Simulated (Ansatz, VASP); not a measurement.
# Cross-check of SnO (Romarchite) between VASP and Ansatz

Aim: how closely do two programs agree when they are given the same cell, functional and k mesh? The two relaxations start from unlike cells of this crystal (the structure described is Ansatz's start), so only their ends are compared.

Main program and level: Ansatz 0.2.0; plane waves, with VASP 6.6.1 beside it; relaxation of cell and atoms at PBE.

### 1. Set-up

The structure is tetragonal, space group P4/nmm (No. 129). The conventional cell has a = 3.805 Å, b = 3.805 Å, c = 4.751 Å, α = 90.00°, β = 90.00°, γ = 90.00°. Sn has 4 O at 2.22 Å nearest. Nearest to O lie 4 Sn at 2.22 Å. Farther neighbours and most contacts between anions are not listed.

### 2. Ansatz: relaxation of cell and atoms, PBE

Ansatz runs on its PAW soft_1 files.

The relaxed volume is the usual yardstick between codes: in a stiff, nearly cubic crystal its relative difference is about their pressure difference at one cell divided by the bulk modulus.

File input.yaml:

```yaml
crystal:
  lattice:
    - [3.8046073974, 0.0, 0.0]
    - [0.0, 3.8046073974, 0.0]
    - [0.0, 0.0, 4.7507886453]
  atoms:
    - { symbol: Sn, position: [0.5, 0.0, 0.2424443017] }
    - { symbol: Sn, position: [0.0, 0.5, 0.7575556983] }
    - { symbol: O, position: [0.0, 0.0, 0.0] }
    - { symbol: O, position: [0.5, 0.5, 0.0] }
kpoints:
  mp_grid: { grid: [12, 12, 10] }
hamiltonian:
  xc: pbe
  pseudopotentials: { kind: paw, azcp: { folder: soft_1 } }
scf:
  occupations: { method: methfessel_paxton, width: 0.2 }
output:
  forces: true
  stress: true
  eigenvalues: true
relax:
  adjacent_minimum: "off"
  f_tol: 0.001
  max_steps: 60
  cell: { stress_tol: 0.01 }
```

Started as:

```bash
> ansatz run input.yaml --threads 4 --pin off --max-ram 16384MiB --backend cpu --events-out ev --progress --plain --runs-dir out
```

Numbers of over 12 decimals in the logs are rounded to 6 here.

What it wrote:

```text
Engine: ansatz 0.2.0, aarch64-unknown-linux-gnu
Pseudopotentials: kind: paw
Pseudopotential: Sn, paw, valence charge 14, recommended cutoff 420 eV (normal), soft_1/Sn.paw.azcp
Pseudopotential: O, paw, valence charge 6, recommended cutoff 420 eV (normal), soft_1/O.paw.azcp
Functional definition: PBE
  parameter kappa = 0.804
  parameter beta = 0.066725
  exchange = pbe_x(kappa = kappa, mu = beta*pi^2/3)
  correlation = pbe_c(beta = beta)
Crystal: 4 atoms, lattice volume = 68.768 Å³
Basis set: ecut = 420 eV, 1327 PW (Γ), exchange–correlation on 54×54×64 points (8 copies of the dense FFT grid, shifted against one another)
Bands: 24, of which v1, the nominal top of the filled ones, is band 20 counted from 1 (19 counted from 0)
Symmetry: 16 space group operations
Space group: P4/nmm (ITA 129), of the structure as read, at distance tolerance 4.1e-5 Å
k-points: 168 of 1440
Non-local potential: Sn, projectors of the file, l = 0: 2, l = 1: 2, l = 2: 2, l = 3: 1
Non-local potential: O, projectors of the file, l = 0: 2, l = 1: 2, l = 2: 1
PAW form: soft (Blöchl's): semilocal exchange-correlation on the pseudo side does not see the compensation charge
PAW one-centre angular grid: Sn, 590 points (default); XC on 64 Gauss nodes
PAW one-centre angular grid: O, 110 points (default); XC on 64 Gauss nodes
Initial density: superposition of atomic densities (chi_scale 0.1, normalization cell, long waves kept (reshape's long-wave potential 0.15 eV rms))
Initial wavefunctions: pseudopotential atomic-orbital guess
Functional: x = pbe(κ = 0.804, μ = 0.219515), c = pbe(β = 0.066725)
SCF iter   1: F=—  HF=-13184.030112 eV  |F-HF|=—  |Δ(HF+E_count)|=         —  Δρ=4.79e-2  dr2=2.10e0  ethr=3.10e-3  ⟨swp⟩=5.4  Hψ=17929  notcnv=0
preconditioner: auto → Kerker (q_TF=auto, 2.493 Å⁻¹)  [metal: Δε(μ)=0.032 eV  Ē_g=18.469 eV  σ=0.200 eV  W_gap=0.13  n_scr=18 (ndim 8)  ℏωp=28.3 eV  f_vac=0.000  D(μ)=0.26/eV (n_scr^D=0)]
SCF iter   2: F=—  HF=-13183.689736 eV  |F-HF|=—  |Δ(HF+E_count)|=   3.40e-1  S|Δr|=    0.00e0  Δρ=2.62e-2  dr2=7.77e-1  ethr=3.10e-3  ⟨swp⟩=3.0  Hψ=9357  notcnv=0
SCF iter   3: F=—  HF=-13183.542003 eV  |F-HF|=—  |Δ(HF+E_count)|=   1.48e-1  S|Δr|=    0.00e0  Δρ=1.53e-2  dr2=2.03e-1  ethr=1.94e-3  ⟨swp⟩=2.4  Hψ=7907  notcnv=0
SCF iter   4: F=—  HF=-13183.513091 eV  |F-HF|=—  |Δ(HF+E_count)|=   2.89e-2  S|Δr|=    0.00e0  Δρ=5.14e-3  dr2=2.54e-2  ethr=5.08e-4  ⟨swp⟩=2.4  Hψ=6359  notcnv=0
SCF iter   5: F=—  HF=-13183.511897 eV  |F-HF|=—  |Δ(HF+E_count)|=   1.19e-3  S|Δr|=    0.00e0  Δρ=1.56e-3  dr2=3.23e-3  ethr=6.35e-5  ⟨swp⟩=2.8  Hψ=7228  notcnv=0
SCF iter   6: F=—  HF=-13183.512648 eV  |F-HF|=—  |Δ(HF+E_count)|=   7.51e-4  S|Δr|=    0.00e0  Δρ=6.67e-4  dr2=4.78e-4  ethr=8.08e-6  ⟨swp⟩=3.0  Hψ=7389  notcnv=0
SCF iter   7: F=—  HF=-13183.512804 eV  |F-HF|=—  |Δ(HF+E_count)|=   1.56e-4  S|Δr|=    0.00e0  Δρ=2.16e-4  dr2=4.31e-5  ethr=1.19e-6  ⟨swp⟩=2.8  Hψ=7799  notcnv=0
SCF iter   8: F=—  HF=-13183.512798 eV  |F-HF|=—  |Δ(HF+E_count)|=   6.54e-6  S|Δr|=    0.00e0  Δρ=7.84e-5  dr2=3.86e-6  ethr=1.08e-7  ⟨swp⟩=2.9  Hψ=7378  notcnv=0
SCF iter   9: F=—  HF=-13183.512800 eV  |F-HF|=—  |Δ(HF+E_count)|=   2.14e-6  S|Δr|=    0.00e0  Δρ=2.88e-5  dr2=5.08e-7  ethr=9.64e-9  ⟨swp⟩=2.2  Hψ=7179  notcnv=0
SCF iter  10: F=-13183.512800 eV  HF=-13183.512800 eV  |F-HF|=1.35e-8  |Δ(HF+E_count)|=   2.42e-8  S|Δr|=    0.00e0  Δρ=5.45e-6  dr2=1.69e-8  ethr=2.50e-10  ⟨swp⟩=6.8  Hψ=20275  notcnv=0
SCF 1 converged in 10 iterations: F = -13183.512800 eV  dr2 = 1.69e-8
  greatest PAW one-centre occupation: 0.994 electrons in one spin orbital (limit 2), on the Sn atom at site 1 (counted from 0), in its partial waves of l = 2
relax step   1: F+E_penalty+E_count = -13183.51279977 eV  Δ(F+E_penalty+E_count) = +0.000e0 eV  max|allowed force component| = 2.829e-1 eV/Å  Δτ_max = 0.0000 Å  P = +4.352 GPa  Ω = 68.768 Å³  (10 SCF iters, dr2 threshold 1.00e-7 eV, accepted)
[...]
relax step  12: F+E_penalty+E_count = -13183.57579148 eV  Δ(F+E_penalty+E_count) = -1.889e-4 eV  max|allowed force component| = 2.349e-3 eV/Å  Δτ_max = 0.0018 Å  P = +0.003 GPa  Ω = 75.867 Å³  energy of the carried Pulay correction = -1.768e-4 eV  (5 SCF iters, dr2 threshold 6.01e-9 eV, accepted)
[...]
relax step  13: F+E_penalty+E_count = -13183.57576691 eV  Δ(F+E_penalty+E_count) = +2.457e-5 eV  max|allowed force component| = 6.920e-5 eV/Å  Δτ_max = 0.0003 Å  P = +0.001 GPa  Ω = 75.888 Å³  energy of the carried Pulay correction = -2.023e-4 eV  (5 SCF iters, dr2 threshold 3.45e-10 eV, accepted)
[...]
relax step  14: F+E_penalty+E_count = -13183.57596063 eV  Δ(F+E_penalty+E_count) = -1.937e-4 eV  max|allowed force component| = 1.038e-4 eV/Å  Δτ_max = 0.0000 Å  P = +0.002 GPa  Ω = 75.888 Å³  stress off target by 4.03e-3 GPa  SCF on the basis re-selected at this cell (its energy is not comparable with the rows above)  (6 SCF iters)
basis re-selected at this cell: Δ(F+E_penalty+E_count) = -1.937e-4 eV, ΔP = +0.001 GPa vs the last step (what re-selecting the basis moved, of the pressure what is left beyond the Pulay correction that the steps carried, after the strain that the cell walked since its last selection, with what the two solves' SCF thresholds leave and, on support functions, any second-order correction that the steps lacked; it is no m [...]
SCF converged after 6 iterations
Stability not checked: this state was not tested for a lower state beside it, because cold or Methfessel-Paxton smearing, or corrected tetrahedra, fill the levels in a way that the test cannot read (fill_not_monotonic; see scf.lower_state_search)
Free energy (F): -13183.575961 eV
Harris-Foulkes:  -13183.575961 eV  (|F-HF|=0.00e0)
Internal energy: -13183.576240 eV  (E = F + TS)
E sigma→0 (E₀):  -13183.576031 eV
Entropy (-TS):   0.000280 eV (0.070 meV/atom)
Fermi energy:    9.142058 eV
Step filling:    the computed levels leave a gap of 0.5043 eV = 2.5 smearing widths at the electron count; against every level under it full and every level over it empty, smearing changes F+E_penalty+E_count by +0.057 meV and its σ→0 estimate by -0.013 meV
--- Per-component energies (eV) ---
  E_band       = -222.002356
  E_kinetic    = 670.312453
  E_local      = -3215.764831  (includes V_loc(G=0)·N_el)
  E_nonlocal   = 394.837997
  E_hartree    = 1501.182745
  E_xc         = -394.130074
  E_vxc        = -341.941272  (∫ρ·V_xc dr)
  E_paw        = -9063.227002  (= ΣΔE_a)
  E_vpaw       = -731.814255  (= ΣTr[D̂ρ^β])
  E_aug_tail   = 0.002081  (compensation charges beyond the density's cutoff)
  E_ewald      = -3076.789609
  E_smearing   = 0.000280  (= −TS)
  E_closure    = -0.000000  (closes the sum)
  Σ components = -13183.575961   (vs F -13183.575961, Δ=0.00e0)
--- Forces (eV/Å), atoms counted from 1 ---
  atom   1  Sn     0.00000000     0.00000000    -0.00010384
  atom   2  Sn     0.00000000     0.00000000     0.00010384
  atom   3  O      0.00000000     0.00000000    -0.00000000
  atom   4  O      0.00000000     0.00000000     0.00000000
  max |Σ_I F_I| component: 1.67e-16 eV/Å
--- Stress (GPa, compression-positive) ---
        0.001383       0.000000       0.000000
        0.000000       0.001383       0.000000
        0.000000       0.000000       0.004035
  P = ⅓ Tr σ = 0.0023 GPa (0.023 kbar)
--- Band table (eV; the first three rows and the last of 168) ---
  k-point 0: bands = [... 16 lower, 5.6130, 5.8871, 5.8871, 8.7648, 10.7021, 12.8437, 13.6821, 13.6821]
  k-point 1: bands = [... 16 lower, 5.6082, 5.8860, 5.8860, 8.6589, 10.6264, 12.9029, 13.2970, 13.2970]
  k-point 2: bands = [... 16 lower, 5.5959, 5.8828, 5.8828, 8.3257, 10.5119, 12.8018, 12.8018, 12.9359]
  k-point 167: bands = [... 16 lower, 6.4031, 6.4031, 6.5273, 6.5273, 11.3681, 11.3681, 12.5032, 12.5032]
--- Relaxed structure (11 steps of the walk, 11 accepted, 3 SCFs on fresh bases) ---
  F+E_penalty+E_count = -13183.57596063 eV   max|allowed force component| = 1.038e-4 eV/Å   (the final SCF, on the basis selected at the relaxed cell)
  cell:  # Å, volume = 75.8883 Å³
    - [3.867118, 0, 0.0]
    - [0, 3.867118, 0.0]
    - [0.0, 0.0, 5.074577]
  atoms:
    - { symbol: Sn, position: [0.5, 0, 0.228385] }
    - { symbol: Sn, position: [0, 0.5, 0.771615] }
    - { symbol: O, position: [0, 0, 0] }
    - { symbol: O, position: [0.5, 0.5, 0] }
```

Reading the cycles: dr2 is the Hartree energy of the density residual (eV), the measure of convergence; HF is the Harris–Foulkes estimate of the energy, which meets the free energy F at convergence.

### 3. VASP: relaxation of cell and atoms, PBE

Its own start cell and the same functional, mesh and smearing now go to VASP, with its own data sets.

Lines of VASP's logs that name or quote its potential files are left out, and so is its time.

File INCAR:

```
SYSTEM = SnO
PREC = Accurate
ENCUT = 600
EDIFF = 1E-07
NELM = 120
ISMEAR = 1
SIGMA = 0.2
LREAL = .FALSE.
ALGO = Normal
GGA = PE
NBANDS = 26
LORBIT = 11
LWAVE = .FALSE.
LCHARG = .FALSE.
ISIF = 3
IBRION = 2
NSW = 80
EDIFFG = -0.005
LASPH = .TRUE.
GGA_COMPAT = .FALSE.
NELMIN = 4
EFERMI = MIDGAP
KPAR = 2
```

File POSCAR:

```
SnO
1.0
    3.8687313368      0.0000000000      0.0000000000
    0.0000000000      3.8687313368      0.0000000000
    0.0000000000      0.0000000000      5.0315130437
Sn O
2 2
Direct
    0.5000001314      0.0000000000      0.2310332504
    0.0000000000      0.5000001314      0.7689667496
    0.0000000000      0.0000000000      0.0000000000
    0.5000001314      0.5000001314      0.0000000000
```

File KPOINTS:

```
Automatic mesh
0
Gamma
12 12 10
0 0 0
```

Potentials, in the order of the species: Sn_d and O (PBE family, release 64).

Started as:

```bash
> mpirun -np 2 vasp_std
```

What it wrote:

```text
[banner, memory and clock lines left out]
running    2 mpi-ranks, on    1 nodes
 distrk:  each k-point on    1 cores,    2 groups
 distr:  one band on    1 cores,    1 groups

 POSCAR found type information on POSCAR SnO
 POSCAR found :  2 types and       4 ions
 LDA part: xc-table for (Slater+PW92), standard interpolation
 POSCAR, INCAR and KPOINTS ok, starting setup
 FFT: planning ... GRIDC
 FFT: planning ... GRID_SOFT
 FFT: planning ... GRID
 WAVECAR not read
 entering main loop
       N       E                     dE             d eps       ncg     rms          rms(c)
DAV:   1     0.426237811306E+03    0.42624E+03   -0.21945E+04  8838   0.249E+03
DAV:   2     0.406807687482E+02   -0.38556E+03   -0.37524E+03  9184   0.571E+02
DAV:   3    -0.231691367287E+02   -0.63850E+02   -0.62629E+02 10096   0.196E+02
DAV:   4    -0.264675069793E+02   -0.32984E+01   -0.32758E+01 10220   0.466E+01
DAV:   5    -0.265427441562E+02   -0.75237E-01   -0.75535E-01 10276   0.764E+00    0.117E+01
DAV:   6    -0.227778990837E+02    0.37648E+01   -0.20117E+01 14320   0.493E+01    0.506E+00
DAV:   7    -0.227507416675E+02    0.27157E-01   -0.23560E+00 10268   0.949E+00    0.255E+00
DAV:   8    -0.227402426395E+02    0.10499E-01   -0.38985E-01 11770   0.435E+00    0.869E-01
DAV:   9    -0.227288373231E+02    0.11405E-01   -0.77185E-02 13720   0.269E+00    0.263E-01
DAV:  10    -0.227307488168E+02   -0.19115E-02   -0.12388E-02 12708   0.995E-01    0.198E-01
DAV:  11    -0.227299800894E+02    0.76873E-03   -0.41076E-03 13396   0.585E-01    0.274E-02
DAV:  12    -0.227300416598E+02   -0.61570E-04   -0.50808E-04  9040   0.134E-01    0.423E-02
DAV:  13    -0.227300354442E+02    0.62156E-05   -0.66172E-05 13436   0.815E-02    0.524E-03
DAV:  14    -0.227300356363E+02   -0.19213E-06   -0.67118E-06 10214   0.177E-02    0.608E-03
DAV:  15    -0.227300356801E+02   -0.43762E-07   -0.36385E-07  9752   0.546E-03
   1 F= -.22730036E+02 E0= -.22730305E+02  d E =-.227300E+02
 curvature:   0.00 expect dE= 0.000E+00 dE for cont linesearch  0.000E+00
 trial: gam= 0.00000 g(F)=  0.209E-05 g(S)=  0.174E-04 ort = 0.000E+00 (trialstep = 0.100E+01)
 search vector abs. value=  0.195E-04
 bond charge predicted
       N       E                     dE             d eps       ncg     rms          rms(c)
DAV:   1    -0.227302211094E+02   -0.18547E-03   -0.49985E-03 11406   0.101E+00    0.906E-02
DAV:   2    -0.227300712050E+02    0.14990E-03   -0.62391E-04 11746   0.257E-01    0.321E-02
DAV:   3    -0.227300439159E+02    0.27289E-04   -0.61319E-05 10614   0.146E-01    0.145E-02
DAV:   4    -0.227300395821E+02    0.43338E-05   -0.20357E-05 13042   0.703E-02    0.394E-03
DAV:   5    -0.227300407514E+02   -0.11693E-05   -0.44103E-06 11798   0.220E-02    0.206E-03
DAV:   6    -0.227300409178E+02   -0.16644E-06   -0.28689E-07  6068   0.611E-03    0.777E-04
DAV:   7    -0.227300409912E+02   -0.73342E-07   -0.10838E-07  4990   0.309E-03
   2 F= -.22730041E+02 E0= -.22730310E+02  d E =-.531110E-05
 trial-energy change:   -0.000005  1 .order   -0.000004   -0.000019    0.000011
 step:   0.6849(harm=  0.6438)  dis= 0.00015  next Energy=   -22.730043 (dE=-0.698E-05)
 bond charge predicted
       N       E                     dE             d eps       ncg     rms          rms(c)
DAV:   1    -0.227300610776E+02   -0.20160E-04   -0.49575E-04 11274   0.320E-01    0.284E-02
DAV:   2    -0.227300470497E+02    0.14028E-04   -0.61134E-05 11634   0.811E-02    0.101E-02
DAV:   3    -0.227300443714E+02    0.26783E-05   -0.61061E-06 10618   0.461E-02    0.452E-03
DAV:   4    -0.227300433595E+02    0.10118E-05   -0.19799E-06 12844   0.218E-02    0.125E-03
DAV:   5    -0.227300429146E+02    0.44493E-06   -0.39811E-07  7380   0.687E-03    0.572E-04
DAV:   6    -0.227300428291E+02    0.85532E-07   -0.35313E-08  4454   0.233E-03
   3 F= -.22730043E+02 E0= -.22730312E+02  d E =-.714903E-05
 curvature:  -0.32 expect dE=-0.113E-05 dE for cont linesearch -0.714E-07
 trial: gam= 0.28934 g(F)=  0.136E-05 g(S)=  0.219E-05 ort =-0.209E-05 (trialstep = 0.937E+00)
 search vector abs. value=  0.396E-05
 reached required accuracy - stopping structural energy minimisation
```

OUTCAR, selected parts (step 3):

```text
ion  position               nearest neighbor table
   1  0.500  0.000  0.231-   3 2.26   4 2.26   4 2.26   3 2.26   2 3.59   2 3.59   2 3.59   2 3.59

  LATTYP: Found a simple tetragonal cell.
 ALAT       =     3.8687313368
 C/A-ratio  =     1.3005589186

 Subroutine GETGRP returns: Found 16 space group operations
 (whereof  8 operations were pure point group operations)

The static configuration has the point symmetry D_2d.
 The point group associated with its full space group is D_4h.

 Found    168 irreducible k-points:

   k-points           NKPTS =    168   k-points in BZ     NKDIM =    168   number of bands    NBANDS=     26

   dimension x,y,z NGX =    32 NGY =   32 NGZ =   40
   dimension x,y,z NGXF=    64 NGYF=   64 NGZF=   80

   ENCUT  =  600.0 eV  44.10 Ry    6.64 a.u.   7.73  7.73 10.05*2*pi/ulx,y,z

   NELECT =      40.0000    total number of electrons

 k-points in reciprocal lattice and weights: Automatic mesh
   0.00000000  0.00000000  0.00000000       0.001
   0.08333333  0.00000000  0.00000000       0.003
   0.16666667  0.00000000  0.00000000       0.003
   0.25000000  0.00000000  0.00000000       0.003
   0.33333333  0.00000000  0.00000000       0.003
   0.41666667  0.00000000  0.00000000       0.003
   0.50000000  0.00000000  0.00000000       0.001
   0.08333333  0.08333333  0.00000000       0.003
   0.16666667  0.08333333  0.00000000       0.006
[...]
0.50000000  0.41666667  0.50000000       0.003
   0.50000000  0.50000000  0.50000000       0.001

 average (electrostatic) potential at core
       1-100.7461       2-100.7461       3 -69.5057       4 -69.5057

 E-fermi :   6.3042

 k-point     1 :       0.0000    0.0000    0.0000
  band No.  band energies     occupation
    ...
     16       0.3962      2.00000
     17       3.0599      2.00000
     18       3.3388      2.00000
     19       3.3388      2.00000
     20       6.2140      1.68425
     21       8.1482     -0.00000
     22      10.3627      0.00000
     23      11.0683      0.00000
     24      11.0683      0.00000
     25      11.7684      0.00000
    ...

 k-point     2 :       0.0833    0.0000    0.0000
  band No.  band energies     occupation
    ...
     16       0.4395      2.00000
     17       2.9519      2.00000
     18       3.2793      2.00000
     19       3.2814      2.00000
     20       6.2168      1.66688
     21       8.3583     -0.00000
     22      10.2055     -0.00000
     23      10.8279      0.00000
     24      11.1089      0.00000
     25      11.5708      0.00000
    ...

 k-point     3 :       0.1667    0.0000    0.0000
  band No.  band energies     occupation
    ...
     16       0.5676      2.00000
     17       2.7029      2.00000
     18       3.1073      2.00000
     19       3.1440      2.00000
     20       6.1430      1.98310
     21       8.8882     -0.00000
     22       9.5861     -0.00000
     23      10.9601      0.00000
     24      11.1440      0.00000
     25      11.2279      0.00000
    ...

  Total       -0.0009313     -0.0009313      0.0133968      0.0000000     -0.0000000      0.0000000
  in kB       -0.0198225     -0.0198225      0.2851596      0.0000000     -0.0000000      0.0000000
  external PRESSURE =       0.0818382 kB  Pullay stress =       0.0000000 kB

  energy-cutoff  :      600.00
  volume of cell :       75.27
      direct lattice vectors                 reciprocal lattice vectors
     3.867884897  0.000000000  0.000000000     0.258539234  0.000000000  0.000000000
     0.000000000  3.867884897  0.000000000     0.000000000  0.258539234  0.000000000
     0.000000000 -0.000000000  5.031254892     0.000000000  0.000000000  0.198757571

 POSITION                                       TOTAL-FORCE (eV/Angst)
 -----------------------------------------------------------------------------------
      1.93394     -0.00000      1.16223         0.000000     -0.000000      0.003750
      0.00000      1.93394      3.86902         0.000000      0.000000     -0.003750
      0.00000      0.00000      0.00000        -0.000000     -0.000000      0.000000
      1.93394      1.93394      0.00000         0.000000     -0.000000      0.000000
 -----------------------------------------------------------------------------------
    total drift:                               -0.000394     -0.000413     -0.000000

  FREE ENERGIE OF THE ION-ELECTRON SYSTEM (eV)
  ---------------------------------------------------
  free  energy   TOTEN  =       -22.7300428291 eV

  energy  without entropy=      -22.7308495370  energy(sigma->0) =      -22.73031173

 reached required accuracy - stopping structural energy minimisation

 total charge
# of ion       s       p       d       tot
------------------------------------------
    1        1.267   0.755  10.059  12.081
    2        1.267   0.755  10.059  12.081
    3        1.573   3.419   0.000   4.992
    4        1.573   3.419   0.000   4.992
--------------------------------------------------
tot          5.679   8.349  20.119  34.146

[... 3 further parts left out ...]
```

Methfessel-Paxton smearing is not meant for a cell with a gap.

### 4. Side by side

Known differences besides the potentials themselves: the cutoff is 420 eV in Ansatz and 600 eV in VASP; Ansatz adds a Pulay correction to the stress that steers its cell, VASP none. Total energies have different zeros and are not compared.

Both answers:

| quantity | Ansatz | VASP | difference |
| --- | --- | --- | --- |
| volume (Å³) | 75.89 | 75.27 | +0.82 % |
| edge a after relaxation, in the typed setting (Å) | 3.867 | 3.868 | -0.02 % |
| edge c after relaxation, in the typed setting (Å) | 5.075 | 5.031 | +0.86 % |

### 5. Summary of results

```yaml
difference_in_edge_c_after_relaxation_in_the_typed_setting_relaxation_of_cell_and_atoms_pbe: 0.86 %
```

What this shows: The difference in edge c after relaxation, in the typed setting is 0.86 % (relaxation of cell and atoms, PBE), within the 1.2 % picked in this series as the mark of a large difference, as far as the stopping tolerances let one tell. Such differences can come from data sets, numerical settings and the points named under the comparisons, not from the functional's error against experiment.

[Lines on the potential files, build, host, timing and source positions are cut from VASP's logs without a mark.]

[Logs are printed without paths, hosts, clocks, repeated set-up lines and the standing remarks that a program may print on its own settings, such as how far it seeks lower states.]

[Hosts, paths, dates, database ids (printed as entryN), source tags and the programs' standing remarks are cut or masked in the printed files.]
